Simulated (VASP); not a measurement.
Output of a VASP run:

OSZICAR:
```
       N       E                     dE             d eps       ncg     rms          rms(c)
DAV:   1     0.424504356815E+02    0.42450E+02   -0.82643E+03  2288   0.128E+03
DAV:   2    -0.195348405518E+02   -0.61985E+02   -0.58315E+02  2979   0.260E+02
DAV:   3    -0.217904890612E+02   -0.22556E+01   -0.22228E+01  2930   0.429E+01
DAV:   4    -0.218077212027E+02   -0.17232E-01   -0.17196E-01  2787   0.370E+00
DAV:   5    -0.218079717631E+02   -0.25056E-03   -0.25041E-03  2962   0.335E-01    0.525E+01
DAV:   6    -0.188349902985E+02    0.29730E+01   -0.15712E+01  2672   0.286E+01    0.434E+01
DAV:   7    -0.187812631774E+02    0.53727E-01   -0.68833E-01  2582   0.756E+00    0.273E+01
DAV:   8    -0.187699252973E+02    0.11338E-01   -0.12007E-01  2703   0.326E+00    0.633E+00
DAV:   9    -0.187600248065E+02    0.99005E-02   -0.58276E-02  2711   0.167E+00    0.164E+00
DAV:  10    -0.187596158275E+02    0.40898E-03   -0.21930E-03  2683   0.420E-01    0.385E-01
DAV:  11    -0.187596149218E+02    0.90570E-06   -0.27812E-04  2848   0.146E-01    0.703E-02
DAV:  12    -0.187596113747E+02    0.35471E-05   -0.18214E-05  2717   0.406E-02    0.394E-02
DAV:  13    -0.187596111814E+02    0.19331E-06   -0.74052E-07  2700   0.938E-03    0.236E-03
DAV:  14    -0.187596111774E+02    0.40245E-08   -0.15288E-08  1480   0.123E-03
   1 F= -.18759611E+02 E0= -.18759452E+02  d E =-.476375E-03
```

**OUTCAR**
```
------------------------ aborting loop because EDIFF is reached ----------------------------------------
  FORCE on cell =-STRESS in cart. coord.  units (eV):
  Direction    XX          YY          ZZ          XY          YZ          ZX
  --------------------------------------------------------------------------------------
  Total        1.2816388      1.2816388      1.2816388      0.0000000      0.0000000      0.0000000
  in kB       91.9496249     91.9496249     91.9496249      0.0000000      0.0000000      0.0000000
  external PRESSURE =      91.9496249 kB  Pullay stress =       0.0000000 kB
  volume of cell :       22.33
      direct lattice vectors                 reciprocal lattice vectors
     0.000000000  2.235109246  2.235109246    -0.223702712  0.223702712  0.223702712
     2.235109246  0.000000000  2.235109246     0.223702712 -0.223702712  0.223702712
     2.235109246  2.235109246  0.000000000     0.223702712  0.223702712 -0.223702712
 POSITION                                       TOTAL-FORCE (eV/Angst)
 -----------------------------------------------------------------------------------
      0.00000      0.00000      0.00000         0.000000     -0.000000     -0.000000
      2.23511      2.23511      2.23511        -0.000000      0.000000      0.000000
 -----------------------------------------------------------------------------------
    total drift:                                0.000000     -0.000000     -0.000000
  FREE ENERGIE OF THE ION-ELECTRON SYSTEM (eV)
  ---------------------------------------------------
  free  energy   TOTEN  =       -18.7596111774 eV

  energy  without entropy=      -18.7591348027  energy(sigma->0) =      -18.75945239
```
(Selected blocks of OUTCAR.)

### POSCAR
```
HfN
1
    0.0000000000     2.2351092461     2.2351092461
    2.2351092461     0.0000000000     2.2351092461
    2.2351092461     2.2351092461     0.0000000000
Hf N
1 1
Direct
  0.0000000000   0.0000000000   0.0000000000
  0.5000000000   0.5000000000   0.5000000000
```

Q: Write an INCAR and KPOINTS that could have produced this output.

A: This is not unique; one that fits is the input of the run itself, rev-vdW-DF2, plane waves, VASP's PBE PAW potentials (set 64).

INCAR:
```
LUSE_VDW = T
LCHARG = F
PARAM1 = 0.1234568
LREAL = F
LASPH = T
AGGAC = 0.0
LMAXMIX = 6   # l cut-off of mixed one-centre charges
ISIF = 2   # forces and stress, cell fixed
SIGMA = 0.1
LWAVE = F
ISMEAR = 1   # Methfessel-Paxton
PREC = Accurate
ENCUT = 520
PARAM2 = 0.7114
EDIFF = 1E-7
ALGO = Normal
ZAB_VDW = -1.8867
GGA = MK
SYSTEM = HfN
NELM = 100   # most electronic steps
```

File KPOINTS:
```
kpoints
0
Gamma
 14 14 14
```

POTCAR, in this order: Hf_pv N (PBE.64 set). Program: vasp_std.

The compound is HfN in the rock salt structure. This cell is one point of a volume scan, at 0.97 of the reference volume. The electron count is odd and the run is not spin-polarised, which forces a metal.
